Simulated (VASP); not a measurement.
Here is the system:

```
CELL_PARAMETERS angstrom
     -2.05600     2.05600     4.75963
      2.05600    -2.05600     4.75963
      2.05600     2.05600    -4.75963
ATOMIC_POSITIONS crystal
  La 0.00496 0.00496 0.00000
  Co 0.66193 0.66193 0.00000
  Si 0.42530 0.42530 0.00000
  Si 0.26141 0.76141 0.50000
  Si 0.76141 0.26141 0.50000
```

Level of theory: PBEsol GGA, VASP's PBE PAW potentials (set 64) (plane waves; VASP). Settings: 300 eV cut-off, 8×8×8 Γ-centred mesh, Fermi-Dirac smearing of 0.10 eV, potentials La Co Si.

Q: Give the energies of bands 6 to 19 at the high-symmetry points, in eV from the Fermi level.

A: 
```json
[
 {"band": "6", "Γ": "-6.35", "X": "-8.37", "P": "-8.07", "N": "-8.83", "M": "-8.10", "S": "-8.51", "R": "-8.17"},
 {"band": "7", "Γ": "-5.26", "X": "-7.71", "P": "-8.07", "N": "-5.60", "M": "-5.80", "S": "-6.32", "R": "-7.61"},
 {"band": "8", "Γ": "-4.54", "X": "-5.54", "P": "-6.01", "N": "-4.52", "M": "-3.99", "S": "-3.83", "R": "-5.04"},
 {"band": "9", "Γ": "-4.54", "X": "-4.57", "P": "-3.92", "N": "-3.62", "M": "-3.99", "S": "-3.50", "R": "-4.57"},
 {"band": "10", "Γ": "-3.92", "X": "-3.14", "P": "-2.64", "N": "-3.02", "M": "-3.31", "S": "-2.97", "R": "-3.13"},
 {"band": "11", "Γ": "-3.02", "X": "-2.31", "P": "-2.64", "N": "-2.89", "M": "-1.83", "S": "-2.95", "R": "-2.76"},
 {"band": "12", "Γ": "-1.91", "X": "-2.11", "P": "-2.11", "N": "-2.14", "M": "-1.73", "S": "-2.37", "R": "-2.16"},
 {"band": "13", "Γ": "-1.77", "X": "-1.92", "P": "-1.75", "N": "-1.85", "M": "-1.73", "S": "-2.05", "R": "-1.83"},
 {"band": "14", "Γ": "-1.17", "X": "-1.91", "P": "-1.72", "N": "-1.78", "M": "-1.71", "S": "-1.92", "R": "-1.78"},
 {"band": "15", "Γ": "-1.17", "X": "-1.42", "P": "-1.72", "N": "-1.28", "M": "-0.22", "S": "-1.12", "R": "-1.34"},
 {"band": "16", "Γ": "0.15", "X": "-1.32", "P": "-1.53", "N": "-0.37", "M": "0.62", "S": "-0.21", "R": "-1.23"},
 {"band": "17", "Γ": "0.15", "X": "1.85", "P": "1.06", "N": "-0.06", "M": "0.62", "S": "0.43", "R": "1.62"},
 {"band": "18", "Γ": "0.94", "X": "2.40", "P": "2.37", "N": "1.30", "M": "1.28", "S": "1.63", "R": "2.25"},
 {"band": "19", "Γ": "1.55", "X": "2.45", "P": "2.37", "N": "1.52", "M": "1.77", "S": "1.96", "R": "2.35"}
]
```

It has no gap at this level: it comes out as a metal or semimetal.

The structure comes from a computed database's LaCoSi3 entry (I4mm); how it stands against other phases isn't given here. The cell was not relaxed at this level. The run is not spin-polarised, so no magnetic state was tried.
